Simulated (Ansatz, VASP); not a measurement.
## TePb: VASP beside Ansatz

Aim: how closely do two programs agree when they are given the same cell, functional and k mesh? The cell is taken from a series of runs on this material, whose earlier steps may have relaxed, scaled, displaced or heated it; both programs get it as it stands.

Calculated with Ansatz 0.2.0; plane waves, with VASP 6.6.1 beside it; relaxation of cell and atoms at LDA.

**1. Starting point**

The structure is cubic, space group Fm-3m (No. 225). The conventional cell has a = 6.379 Å, b = 6.379 Å, c = 6.379 Å, α = 90.00°, β = 90.00°, γ = 90.00°. Te has 6 Pb at 3.19 Å nearest. Nearest to Pb lie 6 Te at 3.19 Å. Farther neighbours and most contacts between anions are not listed.

**2. VASP: relaxation of cell and atoms, LDA**

The relaxed volume is the usual yardstick between codes: in a stiff, nearly cubic crystal its relative difference is about their pressure difference at one cell divided by the bulk modulus.

Lines of VASP's logs that name or quote its potential files are left out, and so is its time.

Input file INCAR:

```
SYSTEM = TePb
PREC = Accurate
ENCUT = 500
EDIFF = 1E-07
NELM = 120
ISMEAR = 0
SIGMA = 0.01
LREAL = .FALSE.
ALGO = Normal
GGA = CA
NBANDS = 16
LORBIT = 11
LWAVE = .FALSE.
LCHARG = .FALSE.
ISIF = 3
IBRION = 2
NSW = 80
EDIFFG = -0.005
LASPH = .TRUE.
GGA_COMPAT = .FALSE.
NELMIN = 4
EFERMI = MIDGAP
```

Input file POSCAR:

```
TePb
1.0
    0.0000000000      3.1895970000      3.1895970000
    3.1895970000      0.0000000000      3.1895970000
    3.1895970000      3.1895970000      0.0000000000
Te Pb
1 1
Direct
    0.5000000000      0.5000000000      0.5000000000
    0.0000000000      0.0000000000      0.0000000000
```

Input file KPOINTS:

```
Automatic mesh
0
Gamma
12 12 12
0 0 0
```

The projector-augmented-wave data sets are Te and Pb_d (LDA family, release 64).

Launch:

```
$ mpirun -np 1 vasp_std
```

Numbers of over 12 decimals in the logs are rounded to 6 here.

The log of the run:

```text
[banner, memory and clock lines left out]
running    1 mpi-ranks, on    1 nodes
 distrk:  each k-point on    1 cores,    1 groups
 distr:  one band on    1 cores,    1 groups

 POSCAR found type information on POSCAR TePb
 POSCAR found :  2 types and       2 ions
 LDA part: xc-table for (Slater(with rela. corr.)+CA(PZ))
 , standard interpolation
 POSCAR, INCAR and KPOINTS ok, starting setup
 FFT: planning ... GRIDC
 FFT: planning ... GRID_SOFT
 FFT: planning ... GRID
 WAVECAR not read
 entering main loop
       N       E                     dE             d eps       ncg     rms          rms(c)
DAV:   1     0.146077927399E+03    0.14608E+03   -0.91055E+03  2304   0.119E+03
DAV:   2     0.610968259707E+00   -0.14547E+03   -0.14172E+03  2504   0.303E+02
DAV:   3    -0.864785050718E+01   -0.92588E+01   -0.92249E+01  2960   0.817E+01
DAV:   4    -0.888227536992E+01   -0.23442E+00   -0.23438E+00  3048   0.157E+01
DAV:   5    -0.888991031060E+01   -0.76349E-02   -0.76348E-02  3184   0.228E+00    0.364E+00
DAV:   6    -0.878331315228E+01    0.10660E+00   -0.23596E-01  3488   0.376E+00    0.229E+00
DAV:   7    -0.877572137603E+01    0.75918E-02   -0.63685E-02  3048   0.136E+00    0.898E-01
DAV:   8    -0.877508335068E+01    0.63803E-03   -0.71985E-03  2960   0.849E-01    0.112E-01
DAV:   9    -0.877503454529E+01    0.48805E-04   -0.82584E-04  3544   0.278E-01    0.308E-02
DAV:  10    -0.877502914062E+01    0.54047E-05   -0.54278E-05  3072   0.589E-02    0.238E-02
DAV:  11    -0.877502946442E+01   -0.32380E-06   -0.13408E-05  3192   0.234E-02    0.877E-03
DAV:  12    -0.877502957833E+01   -0.11391E-06   -0.10741E-06  3000   0.105E-02    0.733E-03
DAV:  13    -0.877502954576E+01    0.32573E-07   -0.34416E-08  1856   0.177E-03
   1 F= -.87750295E+01 E0= -.87750295E+01  d E =-.877503E+01
 curvature:   0.00 expect dE= 0.000E+00 dE for cont linesearch  0.000E+00
 trial: gam= 0.00000 g(F)=  0.120E-60 g(S)=  0.110E-03 ort = 0.000E+00 (trialstep = 0.100E+01)
 search vector abs. value=  0.110E-03
 bond charge predicted
       N       E                     dE             d eps       ncg     rms          rms(c)
DAV:   1    -0.877653366334E+01   -0.15041E-02   -0.44807E-02  2960   0.347E+00    0.206E-01
DAV:   2    -0.877528049375E+01    0.12532E-02   -0.24787E-03  3000   0.846E-01    0.741E-02
DAV:   3    -0.877506804278E+01    0.21245E-03   -0.87441E-04  3024   0.456E-01    0.150E-02
DAV:   4    -0.877506858708E+01   -0.54430E-06   -0.14938E-05  2568   0.369E-02    0.120E-02
DAV:   5    -0.877506862799E+01   -0.40909E-07   -0.36465E-06  3336   0.185E-02    0.299E-03
DAV:   6    -0.877506855070E+01    0.77280E-07   -0.35194E-07  2520   0.980E-03
   2 F= -.87750686E+01 E0= -.87750686E+01  d E =-.390049E-04
 trial-energy change:   -0.000039  1 .order   -0.000034   -0.000110    0.000042
 step:   0.7599(harm=  0.7250)  dis= 0.00000  next Energy=    -8.775073 (dE=-0.440E-04)
 bond charge predicted
       N       E                     dE             d eps       ncg     rms          rms(c)
DAV:   1    -0.877515809610E+01   -0.89468E-04   -0.25746E-03  2952   0.828E-01    0.495E-02
DAV:   2    -0.877508571008E+01    0.72386E-04   -0.14317E-04  2992   0.204E-01    0.178E-02
DAV:   3    -0.877507350121E+01    0.12209E-04   -0.50244E-05  3032   0.109E-01    0.357E-03
DAV:   4    -0.877507353406E+01   -0.32852E-07   -0.85679E-07  2560   0.879E-03
   3 F= -.87750735E+01 E0= -.87750735E+01  d E =-.439883E-04
 curvature:  -0.36 expect dE=-0.186E-05 dE for cont linesearch -0.186E-05
 trial: gam= 0.00000 g(F)=  0.370E-59 g(S)=  0.521E-05 ort =-0.239E-04 (trialstep = 0.952E+00)
 search vector abs. value=  0.521E-05
 reached required accuracy - stopping structural energy minimisation
```

Parts of OUTCAR (step 2):

```text
ion  position               nearest neighbor table
   1  0.500  0.500  0.500-   2 3.19   2 3.19   2 3.19   2 3.19   2 3.19   2 3.19
   2  0.000  0.000  0.000-   1 3.19   1 3.19   1 3.19   1 3.19   1 3.19   1 3.19

  LATTYP: Found a face centered cubic cell.
 ALAT       =     6.3791940000

 Subroutine GETGRP returns: Found 48 space group operations
 (whereof 48 operations were pure point group operations)

The static configuration has the point symmetry O_h .

 Found     72 irreducible k-points:

   k-points           NKPTS =     72   k-points in BZ     NKDIM =     72   number of bands    NBANDS=     16

   dimension x,y,z NGX =    36 NGY =   36 NGZ =   36
   dimension x,y,z NGXF=    72 NGYF=   72 NGZF=   72

   ENCUT  =  500.0 eV  36.75 Ry    6.06 a.u.   8.22  8.22  8.22*2*pi/ulx,y,z

   NELECT =      20.0000    total number of electrons

 k-points in reciprocal lattice and weights: Automatic mesh
   0.00000000  0.00000000  0.00000000       0.001
   0.08333333  0.00000000  0.00000000       0.005
   0.16666667  0.00000000  0.00000000       0.005
   0.25000000  0.00000000  0.00000000       0.005
   0.33333333  0.00000000  0.00000000       0.005
   0.41666667  0.00000000  0.00000000       0.005
   0.50000000  0.00000000  0.00000000       0.002
   0.08333333  0.08333333  0.00000000       0.003
   0.16666667  0.08333333  0.00000000       0.014
[...]
-0.33333333  0.50000000  0.16666667       0.007
  -0.25000000  0.50000000  0.25000000       0.003

 average (electrostatic) potential at core
       1 -88.8064       2 -91.3149

 E-fermi :   6.1868

 k-point     1 :       0.0000    0.0000    0.0000
  band No.  band energies     occupation
    ...
      6      -6.4652      2.00000
      7       0.3204      2.00000
      8       4.4134      2.00000
      9       4.4134      2.00000
     10       4.4134      2.00000
     11       9.9285      0.00000
     12       9.9285      0.00000
     13       9.9285      0.00000
     14      11.5972      0.00000
     15      11.5972      0.00000
    ...

 k-point     2 :       0.0833    0.0000    0.0000
  band No.  band energies     occupation
    ...
      6      -6.4023      2.00000
      7       0.0916      2.00000
      8       4.4323      2.00000
      9       4.4323      2.00000
     10       4.5501      2.00000
     11       9.5153      0.00000
     12       9.6210      0.00000
     13       9.6210      0.00000
     14      11.4597      0.00000
     15      11.7358      0.00000
    ...

 k-point     3 :       0.1667    0.0000    0.0000
  band No.  band energies     occupation
    ...
      6      -6.2163      2.00000
      7      -0.4877      2.00000
      8       4.4906      2.00000
      9       4.4906      2.00000
     10       4.8589      2.00000
     11       8.7162      0.00000
     12       8.9598      0.00000
     13       8.9598      0.00000
     14      11.4168      0.00000
     15      12.1162      0.00000
    ...

  Total       -0.0084849     -0.0084849     -0.0084849     -0.0000000      0.0000000      0.0000000
  in kB       -0.2090213     -0.2090213     -0.2090213     -0.0000000      0.0000000      0.0000000
  external PRESSURE =      -0.2090213 kB  Pullay stress =       0.0000000 kB

  energy-cutoff  :      500.00
  volume of cell :       65.04
      direct lattice vectors                 reciprocal lattice vectors
     0.000000000  3.191877312  3.191877312    -0.156647625  0.156647625  0.156647625
     3.191877312  0.000000000  3.191877312     0.156647625 -0.156647625  0.156647625
     3.191877312  3.191877312 -0.000000000     0.156647625  0.156647625 -0.156647625

 POSITION                                       TOTAL-FORCE (eV/Angst)
 -----------------------------------------------------------------------------------
      3.19188      3.19188      3.19188        -0.000000      0.000000      0.000000
      0.00000      0.00000      0.00000         0.000000     -0.000000     -0.000000
 -----------------------------------------------------------------------------------
    total drift:                                0.000000      0.000000      0.000000

  FREE ENERGIE OF THE ION-ELECTRON SYSTEM (eV)
  ---------------------------------------------------
  free  energy   TOTEN  =        -8.7750735341 eV

  energy  without entropy=       -8.7750735341  energy(sigma->0) =       -8.77507353

 reached required accuracy - stopping structural energy minimisation

 total charge
# of ion       s       p       d       tot
------------------------------------------
    1        1.383   2.004   0.022   3.409
    2        1.455   0.619   9.831  11.905
--------------------------------------------------
tot          2.838   2.623   9.853  15.314

[... 3 further parts left out ...]
```

**3. Ansatz: relaxation of cell and atoms, LDA**

Ansatz runs on its PAW soft_1 files.

The same cell, functional (in two slightly different forms) and mesh now go to Ansatz, which takes its cutoff from its data sets.

Input file input.yaml:

```yaml
crystal:
  lattice:
    - [0.0, 3.1895969088, 3.1895969088]
    - [3.1895969088, 0.0, 3.1895969088]
    - [3.1895969088, 3.1895969088, 0.0]
  atoms:
    - { symbol: Te, position: [0.5, 0.5, 0.5] }
    - { symbol: Pb, position: [0.0, 0.0, 0.0] }
kpoints:
  mp_grid: { grid: [12, 12, 12] }
hamiltonian:
  xc: lda
  pseudopotentials: { kind: paw, azcp: { folder: soft_1 }, xc_functional: pbe }
scf:
  occupations: { method: fixed }
output:
  forces: true
  stress: true
  eigenvalues: true
relax:
  adjacent_minimum: "off"
  f_tol: 0.001
  max_steps: 60
  cell: { stress_tol: 0.01 }
```

Launch:

```
$ ansatz run input.yaml --threads 8 --pin off --max-ram 16384MiB --backend cpu --events-out ev --progress --plain --runs-dir out
```

The log of the run:

```text
Engine: ansatz 0.2.0, x86_64-unknown-linux-gnu
Pseudopotentials: kind: paw
Pseudopotential: Te, paw, valence charge 16, recommended cutoff 420 eV (normal), soft_1/Te.paw.azcp
Pseudopotential: Pb, paw, valence charge 14, recommended cutoff 420 eV (normal), soft_1/Pb.paw.azcp
Functional definition: SPW92
  exchange = slater_x
  correlation = pw_c
Crystal: 2 atoms, lattice volume = 64.899 Å³
Basis set: ecut = 420 eV, 1243 PW (Γ)
Bands: 19, of which v1, the nominal top of the filled ones, is band 15 counted from 1 (14 counted from 0)
Symmetry: 48 space group operations
Space group: Fm-3m (ITA 225), of the structure as read, at distance tolerance 4.0e-5 Å
k-points: 72 of 1728
Non-local potential: Te, projectors of the file, l = 0: 2, l = 1: 2, l = 2: 2, l = 3: 1
Non-local potential: Pb, projectors of the file, l = 0: 2, l = 1: 2, l = 2: 2, l = 3: 1
PAW form: soft (Blöchl's): semilocal exchange-correlation on the pseudo side does not see the compensation charge
PAW frozen core: Te, regenerated for the run's functional, and the local potential with it (the file was generated under x = pbe(κ = 0.804, μ = 0.219515), c = pbe(β = 0.066725))
PAW frozen core: Pb, regenerated for the run's functional, and the local potential with it (the file was generated under x = pbe(κ = 0.804, μ = 0.219515), c = pbe(β = 0.066725))
PAW one-centre angular grid: Te, 590 points (default); XC on 64 Gauss nodes
PAW one-centre angular grid: Pb, 590 points (default); XC on 64 Gauss nodes
Initial density: superposition of atomic densities (chi_scale 0.1, normalization cell, long waves kept (reshape's long-wave potential 0.00 eV rms))
Initial wavefunctions: pseudopotential atomic-orbital guess
Functional: x = slater, c = lda
SCF iter   1: F=—  HF=-18432.522456 eV  |F-HF|=—  |Δ(HF+E_count)|=         —  Δρ=2.55e-2  dr2=1.14e0  ethr=3.10e-3  ⟨swp⟩=5.0  Hψ=6203  notcnv=0  defer=127
preconditioner: auto → none  [insulator: Δε(μ)=0.836 eV  Ē_g=14.304 eV  n_scr=14 (ndim 8)  ℏωp=20.6 eV  f_vac=0.000  ε∞_Penn≈3.1]
SCF iter   2: F=—  HF=-18432.168714 eV  |F-HF|=—  |Δ(HF+E_count)|=   3.54e-1  Δρ=8.52e-3  dr2=8.73e-2  ethr=3.10e-3  ⟨swp⟩=3.8  Hψ=3023  notcnv=0  defer=101
SCF iter   3: F=—  HF=-18432.133296 eV  |F-HF|=—  |Δ(HF+E_count)|=   3.54e-2  Δρ=2.89e-3  dr2=4.94e-3  ethr=2.91e-4  ⟨swp⟩=3.1  Hψ=3067  notcnv=0  defer=131
SCF iter   4: F=—  HF=-18432.131858 eV  |F-HF|=—  |Δ(HF+E_count)|=   1.44e-3  Δρ=6.03e-4  dr2=1.75e-4  ethr=1.65e-5  ⟨swp⟩=2.5  Hψ=1699  notcnv=0  defer=132
SCF iter   5: F=—  HF=-18432.131829 eV  |F-HF|=—  |Δ(HF+E_count)|=   2.92e-5  Δρ=8.06e-5  dr2=3.24e-6  ethr=5.82e-7  ⟨swp⟩=2.7  Hψ=2537  notcnv=0  defer=130
SCF iter   6: F=—  HF=-18432.131829 eV  |F-HF|=—  |Δ(HF+E_count)|=   7.10e-7  Δρ=1.83e-5  dr2=7.13e-8  ethr=3.33e-10  ⟨swp⟩=8.2  Hψ=9723  notcnv=0
SCF iter   7: F=-18432.131829 eV  HF=-18432.131829 eV  |F-HF|=3.34e-9  |Δ(HF+E_count)|=   5.35e-8  Δρ=2.61e-6  dr2=4.67e-9  ethr=2.38e-10  ⟨swp⟩=3.0  Hψ=4879  notcnv=0
SCF 1 converged in 7 iterations: F = -18432.131829 eV  dr2 = 4.67e-9
  greatest PAW one-centre occupation: 0.999 electrons in one spin orbital (limit 2), on the Te atom at site 0 (counted from 0), in its partial waves of l = 2
relax step   1: F+E_penalty+E_count = -18432.13182929 eV  Δ(F+E_penalty+E_count) = +0.000e0 eV  max|allowed force component| = 2.202e-29 eV/Å  Δτ_max = 0.0000 Å  P = +0.024 GPa  Ω = 64.899 Å³  (7 SCF iters, dr2 threshold 1.00e-7 eV, accepted)
[...]
relax step   2: F+E_penalty+E_count = -18432.13182133 eV  Δ(F+E_penalty+E_count) = +7.959e-6 eV  max|allowed force component| = 1.190e-29 eV/Å  Δτ_max = 0.0000 Å  P = -0.011 GPa  Ω = 64.945 Å³  energy of the carried Pulay correction = -9.952e-6 eV  (4 SCF iters, dr2 threshold 1.46e-9 eV, accepted)
[...]
relax step   3: F+E_penalty+E_count = -18432.13182481 eV  Δ(F+E_penalty+E_count) = -3.478e-6 eV  max|allowed force component| = 5.417e-29 eV/Å  Δτ_max = 0.0000 Å  P = +0.000 GPa  Ω = 64.931 Å³  energy of the carried Pulay correction = -6.935e-6 eV  (3 SCF iters, dr2 threshold 2.77e-10 eV, accepted)
[...]
relax step   4: F+E_penalty+E_count = -18432.13183281 eV  Δ(F+E_penalty+E_count) = -8.000e-6 eV  max|allowed force component| = 5.206e-29 eV/Å  Δτ_max = 0.0000 Å  P = +0.000 GPa  Ω = 64.931 Å³  stress off target by 5.22e-5 GPa  SCF on the basis re-selected at this cell (its energy is not comparable with the rows above)  (5 SCF iters)
basis re-selected at this cell: Δ(F+E_penalty+E_count) = -8.000e-6 eV, ΔP = +0.000 GPa vs the last step (what re-selecting the basis moved, of the pressure what is left beyond the Pulay correction that the steps carried, after the strain that the cell walked since its last selection, with what the two solves' SCF thresholds leave and, on support functions, any second-order correction that the steps lacked; it is no m [...]
SCF converged after 5 iterations
Free energy (F): -18432.131833 eV
Harris-Foulkes:  -18432.131833 eV  (|F-HF|=1.09e-11)
Internal energy: -18432.131833 eV  (E = F + TS)
E sigma→0 (E₀):  -18432.131833 eV
Fermi energy:    9.052232 eV
--- Per-component energies (eV) ---
  E_band       = -307.583852
  E_kinetic    = 467.087995
  E_local      = -2669.458427  (includes V_loc(G=0)·N_el)
  E_nonlocal   = 381.263224
  E_hartree    = 1212.573189
  E_xc         = -327.288207
  E_vxc        = -242.507830  (∫ρ·V_xc dr)
  E_paw        = -14607.437982  (= ΣΔE_a)
  E_vpaw       = -669.115288  (= ΣTr[D̂ρ^β])
  E_aug_tail   = 0.000065  (compensation charges beyond the density's cutoff)
  E_ewald      = -2889.472708
  E_core_change = 0.601018  (= ΣΔE_core)
  E_smearing   = -0.000000  (= −TS)
  E_closure    = 0.000000  (closes the sum)
  Σ components = -18432.131833   (vs F -18432.131833, Δ=0.00e0)
--- Forces (eV/Å), atoms counted from 1 ---
  atom   1  Te    -0.00000000     0.00000000    -0.00000000
  atom   2  Pb     0.00000000    -0.00000000     0.00000000
  max |Σ_I F_I| component: 8.94e-29 eV/Å
--- Stress (GPa, compression-positive) ---
        0.000052      -0.000000      -0.000000
       -0.000000       0.000052      -0.000000
       -0.000000      -0.000000       0.000052
  P = ⅓ Tr σ = 0.0001 GPa (0.001 kbar)
--- Band table (eV; the first three rows and the last of 72) ---
  k-point 0: bands = [... 11 lower, 3.4106, 7.5832, 7.5832, 7.5832, 13.1015, 13.1015, 13.1015, 14.8275]
  k-point 1: bands = [... 11 lower, 3.1861, 7.6022, 7.6022, 7.7158, 12.6864, 12.7973, 12.7973, 14.6754]
  k-point 2: bands = [... 11 lower, 2.6150, 7.6608, 7.6608, 8.0171, 11.8834, 12.1387, 12.1387, 14.6217]
  k-point 71: bands = [... 11 lower, 0.8369, 5.0067, 5.0067, 8.6620, 10.6186, 14.2566, 14.2566, 15.9552]
--- Relaxed structure (3 steps of the walk, 3 accepted, 1 SCFs on fresh bases) ---
  F+E_penalty+E_count = -18432.13183281 eV   max|allowed force component| = 5.206e-29 eV/Å   (the final SCF, on the basis selected at the relaxed cell)
  cell:  # Å, volume = 64.9312 Å³
    - [0, 3.190126, 3.190126]
    - [3.190126, 0, 3.190126]
    - [3.190126, 3.190126, 0]
  atoms:
    - { symbol: Te, position: [0.500000, 0.500000, 0.500000] }
    - { symbol: Pb, position: [0, 0, 0] }
```

**4. Differences**

Known differences besides the potentials themselves: the two LDA forms differ slightly; fixed occupations in Ansatz, narrow Gaussian smearing in VASP; the data sets hold 30 valence electrons in Ansatz (on its PAW soft_1 files) and 20 in VASP; the cutoff is 420 eV in Ansatz and 500 eV in VASP; VASP's log shows a relativistic correction to its local exchange, Ansatz's none; Ansatz adds a Pulay correction to the stress that steers its cell, VASP none. Total energies have different zeros and are not compared.

Both answers:

| quantity | Ansatz | VASP | difference |
| --- | --- | --- | --- |
| volume (Å³) | 64.93 | 65.04 | -0.16 % |
| edge a after relaxation, in the typed setting (Å) | 4.511 | 4.514 | -0.06 % |

**5. Summary of results**

```yaml
difference_in_volume_relaxation_of_cell_and_atoms_lda: -0.16 %
```

The difference in volume is -0.16 % (relaxation of cell and atoms, LDA), within the 1.2 % picked in this series as the mark of a large difference, as far as the stopping tolerances let one tell. The data sets hold unlike numbers of valence electrons (30 in Ansatz and 20 in VASP), so part of the differences comes from the potentials. 1 further run of this series is not shown here. How closely two codes agree says nothing of how well the functional describes the real material.

[Lines on the potential files, build, host, timing and source positions are cut from VASP's logs without a mark.]

[Logs are printed without paths, hosts, clocks, repeated set-up lines and the standing remarks that a program may print on its own settings, such as how far it seeks lower states.]

[Hosts, paths, dates, database ids (printed as entryN), source tags and the programs' standing remarks are cut or masked in the printed files.]
